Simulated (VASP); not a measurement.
Method: LDA (Ceperley-Alder, Perdew-Zunger), VASP's LDA PAW potentials (set 64) (plane waves; VASP 6.6.1).

A VASP calculation is set up with these files.

**POSCAR**
```
KCl
1.0
  0.0000000000   2.6388076971   2.6388076971
  2.6388076971   0.0000000000   2.6388076971
  2.6388076971   2.6388076971   0.0000000000
K Cl
1 1
direct
  0.0000000000   0.0000000000   0.0000000000
  0.5000000000   0.5000000000   0.5000000000
```

File KPOINTS:
```
Automatic mesh
0
Gamma
9 9 9
0 0 0
```

### INCAR
```
ISMEAR  =  0   # Gaussian
LCHARG  =  .FALSE.
EDIFFG  =  -0.02   # ionic stop
LASPH  =  .TRUE.   # aspherical one-centre terms
ALGO  =  Normal
LWAVE  =  .FALSE.
EDIFF  =  1E-6   # SCF stop (eV)
PSTRESS  =  450   # kbar
NELM  =  100   # most electronic steps
LREAL  =  .FALSE.   # projection in real space or not
ISIF  =  3   # ions, shape and volume
SIGMA  =  0.05   # width (eV)
IBRION  =  2   # conjugate gradients
SYSTEM  =  KCl
NSW  =  40   # most ionic steps
PREC  =  Accurate
ENCUT  =  500   # plane-wave cut-off (eV)
```

POTCAR, in this order: K_sv Cl (LDA.64 set). Program: vasp_std.

### Question
What will the output report for the number of irreducible k-points (NKPTS), largest plane-wave count, number of space-group operations, FFT grid (NGX, NGY, NGZ)?

### Answer

| Quantity | Result |
|---|---|
| number of irreducible k-points (NKPTS) | 35 |
| largest plane-wave count | 944 |
| number of space-group operations | 48 |
| FFT grid (NGX, NGY, NGZ) | 28 × 28 × 28 |

The compound is KCl in the rock salt structure. This run relaxes it under an external pressure of 45 GPa. Symmetry was kept, so distortions that lower it aren't found.
